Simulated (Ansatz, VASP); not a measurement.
**Two plane-wave programs on CsMgBiO3**

The input INCAR:

```
ALGO     = Normal         # electronic algorithm
EDIFF    = 1E-7           # SCF threshold, eV
ENCUT    = 520            # plane-wave cutoff, eV
GGA      = PE             # functional
ISIF     = 2              # what is computed and relaxed
ISMEAR   = -1             # smearing method
LASPH    = T              # aspherical terms in the spheres
LCHARG   = F              # write CHGCAR
LREAL    = F              # projectors in reciprocal space
LWAVE    = F              # write WAVECAR
NBANDS   = 31             # bands
NELM     = 80             # most SCF steps
PREC     = Accurate       # precision mode
SIGMA    = 0.05           # smearing width, eV
```

File KPOINTS:

```
k-points
0
Gamma
  6 6 6
```

The input POSCAR:

```
CsMgBiO3
1.0
    3.2519116618      1.8774920732      3.8221556975
   -3.2519116618      1.8774920732      3.8221556975
    0.0000000000     -3.7549841466      3.8221556975
Bi Cs Mg O
1 1 1 3
Direct
    0.5652985500      0.5652985500      0.5652985500
    0.9172816500      0.9172816500      0.9172816500
    0.3021917400      0.3021917400      0.3021917400
    0.9822380200      0.4913922600      0.4913922600
    0.4913922600      0.4913922600      0.9822380200
    0.4913922600      0.9822380200      0.4913922600
```

Contents of input.yaml:

```yaml
crystal:
  lattice:
    - [3.2519116618, 1.8774920732, 3.8221556975]
    - [-3.2519116618, 1.8774920732, 3.8221556975]
    - [0.0, -3.7549841466, 3.8221556975]
  atoms:
    - { symbol: Bi, position: [0.56529855, 0.56529855, 0.56529855] }
    - { symbol: Cs, position: [0.91728165, 0.91728165, 0.91728165] }
    - { symbol: Mg, position: [0.30219174, 0.30219174, 0.30219174] }
    - { symbol: O, position: [0.98223802, 0.49139226, 0.49139226] }
    - { symbol: O, position: [0.49139226, 0.49139226, 0.98223802] }
    - { symbol: O, position: [0.49139226, 0.98223802, 0.49139226] }
hamiltonian:
  xc: pbe
  pseudopotentials: { kind: paw }
kpoints:
  mp_grid: { grid: [6, 6, 6] }
scf:
  occupations: { method: fermi_dirac, width: 0.05 }
output:
  forces: true
  stress: true
  eigenvalues: true
  write_density: true
  write_potential: true
  elf: true
  volumetric_format: npy
```

Change from the starting cell: volume scaled by 1.02.

Alike in both runs: task single point; functional PBE; k mesh 6 × 6 × 6; occupations fermi-dirac, width 0.05 eV; no spin polarisation.

```csv
,VASP,Ansatz
version,VASP 6.6.1,Ansatz 0.2.0
potentials or method,"VASP PAW PBE potentials, release 64 (Bi_d, Cs_sv, Mg, O)",Ansatz PAW
plane-wave cutoff (eV),520,420
valence electrons in the cell,44,52
```

Ansatz gave:

- gap on the k mesh at the Fermi level (eV): 2.51
- least direct gap on the mesh (eV): 2.51
- pressure (GPa): -1.0
- largest component of the traceless stress (GPa): 1.25
- rms of the force components (eV/Å): 0.193

Question: Estimate VASP's values.

Answer: gap on the k mesh at the Fermi level (eV): 2.49; least direct gap on the mesh (eV): 2.49; pressure (GPa): -0.9; largest component of the traceless stress (GPa): 1.20; rms of the force components (eV/Å): 0.166.

Atom by atom the forces differ by 0.031 eV/Å (rms over components). The two sets of potentials don't hold the same shells in valence.

Caveats: spin-orbit coupling is left out, which as a rule narrows the gap of such compounds by several tenths of an eV. A k mesh can miss the band edges.
